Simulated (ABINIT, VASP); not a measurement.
Input for VASP

INCAR:
```
LMAXMIX = 4
ALGO = Normal   ! blocked Davidson
ENCUT = 300
LASPH = .TRUE.
LCHARG = .FALSE.
NELM = 100   ! most electronic steps
PREC = Accurate
LREAL = .FALSE.   ! projection in real space or not
LWAVE = .FALSE.
SYSTEM = Ba
EDIFF = 1E-6
SIGMA = 0.1   ! width (eV)
ISIF = 2   ! forces and stress, cell fixed
GGA = PE   ! PBE
ISMEAR = 0
```

File KPOINTS:
```
Automatic mesh
0
gamma
  1 1 1
0 0 0
```

File POSCAR:
```
Ba
1
   -2.5150200000     2.5150200000     2.5150200000
    2.5150200000    -2.5150200000     2.5150200000
    2.5150200000     2.5150200000    -2.5150200000
Ba
1
Direct
  0.0000000000   0.0000000000   0.0000000000
```

POTCAR, in this order: Ba_sv (PBE.64 set). Program: vasp_std.

### Question
Translate it to ABINIT.

### Answer
One input that does it (PBE, norm-conserving pseudopotentials (PseudoDojo nc-sr-05 PBE standard)):
```
# Ba, PseudoDojo nc-sr-05 PBE standard
pp_dirpath "./"
pseudos "Ba.upf"
acell 3*1.0 Angstrom
rprim
        -2.5150200000    2.5150200000    2.5150200000
         2.5150200000   -2.5150200000    2.5150200000
         2.5150200000    2.5150200000   -2.5150200000
natom 1
ntypat 1
znucl 56
typat 1
xcart
         0.0000000000    0.0000000000    0.0000000000
      Angstrom
ecut 56 Ry
ixc 11
occopt 7
tsmear 0.1 eV
nband 10
kptopt 1
ngkpt 1 1 1
nshiftk 1
shiftk 0 0 0
nstep 60
tolvrs 1.0e-11
prtwf 0
prtden 0
```
Both are inputs of real runs that ended normally. What can't carry over is the choice of potentials or basis and its cut-off, and each code's defaults.

The structure is a typed Ba crystal (Im-3m). The cell was not relaxed at this level, and it may have been scaled.
